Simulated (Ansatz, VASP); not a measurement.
## One calculation of FeCu, two programs

```
Fe Cu
1.0
     0.00000    2.14033    2.14033
     2.14033    0.00000    2.14033
     2.14033    2.14033    0.00000
Fe Cu
1 1
Direct
  0.50000 0.50000 0.50000
  0.00000 0.00000 0.00000
```

Change from the starting cell: volume scaled by 0.96.

Alike in both runs: task single point; functional PBE; k mesh 11 × 11 × 11; occupations fermi-dirac, width 0.05 eV; collinear spin.

|  | VASP | Ansatz |
| --- | --- | --- |
| version | VASP 6.6.1 | Ansatz 0.2.0 |
| potentials or method | VASP PAW PBE potentials, release 64 (Fe, Cu), cutoff 520 eV | all-electron LAPW, scalar-relativistic |

VASP gave:

| Quantity | Value |
| --- | --- |
| gap on the k mesh at the Fermi level (eV) | none |
| pressure (GPa) | 93.4 |
| net moment per atom (μB) | 1.25 |
| size of the moment on the site where the two differ most (μB) | 0.18 |

Q: What did Ansatz give for the same quantities?

A: gap on the k mesh at the Fermi level (eV): none; pressure (GPa): 93.7; net moment per atom (μB): 1.26; size of the moment on the site where the two differ most (μB): 0.22.

Site moments also hang on the region over which each program counts them. A gap of «none» marks a metal or a gap that the smearing closes. Ansatz ran all-electron here, so the differences hold the error of VASP's frozen core and of both bases.

Caveats: the cell as given lies far from equilibrium (VASP); so large a pressure means that the cell lies far from this level's equilibrium, or that cutoff or potentials fall short (VASP).
